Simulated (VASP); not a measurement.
Here is the system:

Space group F-43m (No. 216); a = b = c = 4.4011 Å, α = β = γ = 90.00°

```tsv
atom	site	symmetry	x	y	z
Al	4a	-43m	0.0000	0.0000	0.0000
N	4d	-43m	0.7500	0.7500	0.7500
```
(The calculation used a cell of 2 atoms; values per cell refer to that cell.)

Method: PBE GGA, VASP's PBE PAW potentials (set 64) (plane waves; VASP). Settings: 600 eV cut-off, 10×10×10 Γ-centred mesh, Gaussian smearing of 0.050 eV, potentials Al N.

Each relaxation starts from this cell; other phases were not tried.

**Question.** The cell is relaxed at 2 GPa. What happens?

**Answer.** The volume per atom goes from 10.66 to 10.54 Å³ (-1.1 %), and the cell becomes a = 4.3853 Å, b = 4.3853 Å, c = 4.3853 Å, α = 90.00°, β = 90.00°, γ = 90.00°, space group F-43m. The gap on the mesh goes from 3.31 to 3.31 eV.

**Question.** The cell is relaxed at 15 GPa. What happens?

**Answer.** The volume per atom goes from 10.66 to 9.95 Å³ (-6.6 %), and the cell becomes a = b = c = 4.3018 Å, α = β = γ = 90.00°, space group F-43m. The gap on the mesh goes from 3.31 to 3.34 eV.

Failed runs are left out, and for metals the shear rows, which the mesh's noise covers.

The compound is AlN in the zinc blende structure, a metastable form; wurtzite is the usual one.
